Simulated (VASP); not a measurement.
A run of VASP 6.6.1 is set up as follows.

File INCAR:

```
ALGO = Fast
EDIFF = 1E-4
EDIFFG = -0.08
ENCUT = 520
GGA = PE
IBRION = 2
ISIF = 3
ISMEAR = 0
LASPH = T
LCHARG = F
LREAL = F
LWAVE = F
NELM = 60
NSW = 24
PREC = Normal
SIGMA = 0.15
```

Contents of KPOINTS:

```
k-points
0
Gamma
  4 4 4
```

Contents of POSCAR:

```
MgZr2O3
1.0
    2.1440994900      1.2378964200      4.9847794500
   -2.1440994900      1.2378964200      4.9847794500
    0.0000000000     -2.4757928300      4.9847794500
Mg Zr O
1 2 3
Direct
    0.5000000000      0.5000000000      0.5000000000
    0.1731481400      0.1731481400      0.1731481400
    0.8268518600      0.8268518600      0.8268518600
    0.5000000000      0.5000000000      0.0000000000
    0.0000000000      0.5000000000      0.5000000000
    0.5000000000      0.0000000000      0.5000000000
```

Potentials or basis: VASP PAW PBE potentials, release 64 (Mg, Zr_sv, O).

Command:

```console
$ cat potpaw_PBE.64/Mg/POTCAR potpaw_PBE.64/Zr_sv/POTCAR potpaw_PBE.64/O/POTCAR > POTCAR
$ mpirun -np 1 vasp_std > vasp.out
```

(1) What does it give for the relaxed cell?

(2) What does it give for the band gap on the k mesh?

## Answers

(1) a = 4.362 Å, b = 4.362 Å, c = 4.362 Å, α = 76.25°, β = 76.25°, γ = 76.25°.

(2) none (metal or under the smearing width).

Caveat: the k mesh is coarse (spacing up to 0.44 Å⁻¹), so the values aren't converged.
